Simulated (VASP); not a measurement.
Output of a VASP run:

OUTCAR:
```
 ion  position               nearest neighbor table
   1  0.250  0.250  0.250-   3 2.54   3 2.54   3 2.54   3 2.54   2 2.93   2 2.93   2 2.93   2 2.93
                             2 2.93   2 2.93
   2  0.750  0.750  0.750-   3 2.54   3 2.54   3 2.54   3 2.54   1 2.93   1 2.93   1 2.93   1 2.93
                             1 2.93   1 2.93
   3  0.000  0.000  0.000-   2 2.54   2 2.54   2 2.54   1 2.54   2 2.54   1 2.54   1 2.54   1 2.54
  LATTYP: Found a face centered cubic cell.
 ALAT       =     5.8577085696
 Subroutine PRICEL returns:
 Original cell was already a primitive cell.
 Subroutine GETGRP returns: Found 48 space group operations
The static configuration has the point symmetry O_h .
The dynamic configuration has the point symmetry O_h .
 Subroutine INISYM returns: Found 48 space group operations
 Subroutine IBZKPT returns following result:
 Found     29 irreducible k-points:

 Following reciprocal coordinates:
            Coordinates               Weight
  0.000000  0.000000  0.000000      1.000000
  0.125000  0.000000  0.000000      8.000000
  0.250000  0.000000  0.000000      8.000000
  0.375000  0.000000  0.000000      8.000000
  0.500000  0.000000  0.000000      4.000000
  0.125000  0.125000  0.000000      6.000000
  0.250000  0.125000  0.000000     24.000000
  0.375000  0.125000  0.000000     24.000000
  0.500000  0.125000  0.000000     24.000000
 -0.375000  0.125000  0.000000     24.000000
 -0.250000  0.125000  0.000000     24.000000
 -0.125000  0.125000  0.000000     12.000000
  0.250000  0.250000  0.000000      6.000000
  0.375000  0.250000  0.000000     24.000000
  0.500000  0.250000  0.000000     24.000000
 -0.375000  0.250000  0.000000     24.000000
 -0.250000  0.250000  0.000000     12.000000
  0.375000  0.375000  0.000000      6.000000
  0.500000  0.375000  0.000000     24.000000
 -0.375000  0.375000  0.000000     12.000000
  0.500000  0.500000  0.000000      3.000000
  0.375000  0.250000  0.125000     24.000000
  0.500000  0.250000  0.125000     48.000000
 -0.375000  0.250000  0.125000     24.000000
  0.500000  0.375000  0.125000     24.000000
 -0.375000  0.375000  0.125000     48.000000
 -0.250000  0.375000  0.125000     24.000000
 -0.375000  0.500000  0.125000     12.000000
 -0.250000  0.500000  0.250000      6.000000
   k-points           NKPTS =     29   k-points in BZ     NKDIM =     29   number of bands    NBANDS=     12
   number of dos      NEDOS =    301   number of ions     NIONS =      3
   total plane-waves  NPLWV =  21952
   dimension x,y,z NGX =    28 NGY =   28 NGZ =   28
   dimension x,y,z NGXF=    56 NGYF=   56 NGZF=   56
   ions per type =               2   1
   PREC   = accura    normal or accurate (medium, high low for compatibility)
   ISTART =      0    job   : 0-new  1-cont  2-samecut
   ICHARG =      2    charge: 1-file 2-atom 10-const
   ISPIN  =      1    spin polarized calculation?
   LNONCOLLINEAR =      F non collinear calculations
   LSORBIT =      F    spin-orbit coupling
   INIWAV =      1    electr: 0-lowe 1-rand  2-diag
   ENCUT  =  400.0 eV  29.40 Ry    5.42 a.u.   6.75  6.75  6.75*2*pi/ulx,y,z
   NELM   =    100;   NELMIN=  2; NELMDL= -5     # of ELM steps
   EDIFF  = 0.1E-05   stopping-criterion for ELM
   LREAL  =      F    real-space projection
   NLSPLINE    = F    spline interpolate recip. space projectors
   LMAXMIX     =    6 max onsite mixed and CHGCAR
   VOSKOWN=      0    Vosko Wilk Nusair interpolation
   EDIFFG = -.2E-01   stopping-criterion for IOM
   NSW    =     60    number of steps for IOM
   NBLOCK =      1;   KBLOCK =     60    inner block; outer block
   IBRION =      2    ionic relax: 0-MD 1-quasi-New 2-CG
   NFREE  =      1    steps in history (QN), initial steepest desc. (CG)
   ISIF   =      3    stress and relaxation
   ISYM   =      2    0-nonsym 1-usesym 2-fastsym
   TEIN   =    0.0    initial temperature
   TEBEG  =    0.0;   TEEND  =   0.0 temperature during run
   SMASS  =  -3.00    Nose mass-parameter (am)
   PSTRESS=    0.0 pullay stress
   NELECT =      16.0000    total number of electrons
...
```

OSZICAR:
```
       N       E                     dE             d eps       ncg     rms          rms(c)
DAV:   1     0.404224087027E+02    0.40422E+02   -0.58652E+03   720   0.915E+02
DAV:   2    -0.176151033521E+02   -0.58038E+02   -0.52260E+02   816   0.173E+02
DAV:   3    -0.192212402121E+02   -0.16061E+01   -0.15930E+01   896   0.283E+01
DAV:   4    -0.192342376469E+02   -0.12997E-01   -0.12990E-01   788   0.302E+00
DAV:   5    -0.192344073670E+02   -0.16972E-03   -0.16970E-03   900   0.351E-01    0.909E+00
DAV:   6    -0.187222491252E+02    0.51216E+00   -0.23431E+00   812   0.152E+01    0.235E+00
DAV:   7    -0.186232958407E+02    0.98953E-01   -0.18078E-01   772   0.428E+00    0.174E+00
DAV:   8    -0.185822313220E+02    0.41065E-01   -0.39378E-02   808   0.181E+00    0.263E-01
DAV:   9    -0.185819633186E+02    0.26800E-03   -0.19142E-03   848   0.405E-01    0.166E-01
DAV:  10    -0.185819633997E+02   -0.81121E-07   -0.21115E-04   848   0.138E-01    0.187E-02
DAV:  11    -0.185819589343E+02    0.44654E-05   -0.18144E-05   864   0.440E-02    0.794E-03
DAV:  12    -0.185819590325E+02   -0.98218E-07   -0.76272E-07   496   0.729E-03
   1 F= -.18581959E+02 E0= -.18582271E+02  d E =-.185820E+02
```

OUTCAR:
```
------------------------ aborting loop because EDIFF is reached ----------------------------------------
  FORCE on cell =-STRESS in cart. coord.  units (eV):
  Direction    XX          YY          ZZ          XY          YZ          ZX
  --------------------------------------------------------------------------------------
  Total        0.0203958      0.0203958      0.0203958     -0.0000000      0.0000000      0.0000000
  in kB        0.6503214      0.6503214      0.6503214     -0.0000000      0.0000000      0.0000000
  external PRESSURE =       0.6503214 kB  Pullay stress =       0.0000000 kB
  volume of cell :       50.25
      direct lattice vectors                 reciprocal lattice vectors
     0.000000000  2.928854285  2.928854285    -0.170715219  0.170715219  0.170715219
     2.928854285  0.000000000  2.928854285     0.170715219 -0.170715219  0.170715219
     2.928854285  2.928854285  0.000000000     0.170715219  0.170715219 -0.170715219
 POSITION                                       TOTAL-FORCE (eV/Angst)
 -----------------------------------------------------------------------------------
      1.46443      1.46443      1.46443         0.000000      0.000000     -0.000000
      4.39328      4.39328      4.39328        -0.000000     -0.000000      0.000000
      0.00000      0.00000      0.00000        -0.000000     -0.000000     -0.000000
 -----------------------------------------------------------------------------------
    total drift:                               -0.000000     -0.000000      0.000000
  FREE ENERGIE OF THE ION-ELECTRON SYSTEM (eV)
  ---------------------------------------------------
  free  energy   TOTEN  =       -18.5819590325 eV

  energy  without entropy=      -18.5828955233  energy(sigma->0) =      -18.58227120

 reached required accuracy - stopping structural energy minimisation
```
(Selected blocks of OUTCAR.)

**POSCAR**
```
PtAl2
1
   -0.0000000000     2.9288542848     2.9288542848
    2.9288542848    -0.0000000000     2.9288542848
    2.9288542848     2.9288542848     0.0000000000
Al Pt
2 1
Direct
  0.2500000000   0.2500000000   0.2500000000
  0.7500000000   0.7500000000   0.7500000000
  0.0000000000   0.0000000000   0.0000000000
```

Question: Reconstruct the remaining input files.

Answer: This is not unique; one that fits is the input of the run itself, LDA (Ceperley-Alder, Perdew-Zunger), plane waves, VASP's LDA PAW potentials (set 64).

### KPOINTS
```
Automatic mesh
0
Gamma
8 8 8
0 0 0
```

INCAR:
```
SYSTEM = PtAl2
PREC = Accurate
ENCUT = 400
EDIFF = 1E-6
NELM = 100
ALGO = Normal
LREAL = .FALSE.
LASPH = .TRUE.
ISMEAR = 1
SIGMA = 0.1
LMAXMIX = 6
LWAVE = .FALSE.
LCHARG = .FALSE.
IBRION = 2
ISIF = 3
NSW = 60
EDIFFG = -0.02
```

POTCAR, in this order: Al Pt (LDA.64 set). Program: vasp_std.

The compound is PtAl2 in the fluorite structure. It was relaxed first. The start is the result of an earlier pass.
